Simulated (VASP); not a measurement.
# Ni3N (space group P6_322): computed properties

Calculation: PBEsol GGA, VASP's PBE PAW potentials (set 64) (plane waves; VASP 6.6.1).

- space group: P6_322 (182)
- cell: a = b = 4.554 Å, c = 4.231 Å, α = β = 90.00°, γ = 120.00°
- volume per atom: 9.50 Å³/atom
- band gap (over mesh and band path): none (metal, semimetal or under 0.01 eV)
- density: 8.31 g/cm³

```cif
data_N2Ni6
_chemical_formula_sum 'Ni6 N2'
_space_group_name_H-M_alt 'P6322'
_space_group_IT_number 182
_space_group_name_Hall 'P 6c 2c'
_cell_length_a 4.55386
_cell_length_b 4.55386
_cell_length_c 4.23126
_cell_angle_alpha 90.000
_cell_angle_beta 90.000
_cell_angle_gamma 120.000
loop_
_atom_site_label
_atom_site_type_symbol
_atom_site_symmetry_multiplicity
_atom_site_Wyckoff_symbol
_atom_site_fract_x
_atom_site_fract_y
_atom_site_fract_z
_atom_site_occupancy
Ni1 Ni 6 g 0.00000 0.32871 0.00000 1
N1 N 2 c 0.33333 0.66667 0.25000 1
```

The structure comes from a computed database's Ni3N entry (P6_322); how it stands against other phases isn't given here. It was relaxed first. Symmetry was kept, so distortions that lower it aren't found. The run is not spin-polarised, so no magnetic state was tried.
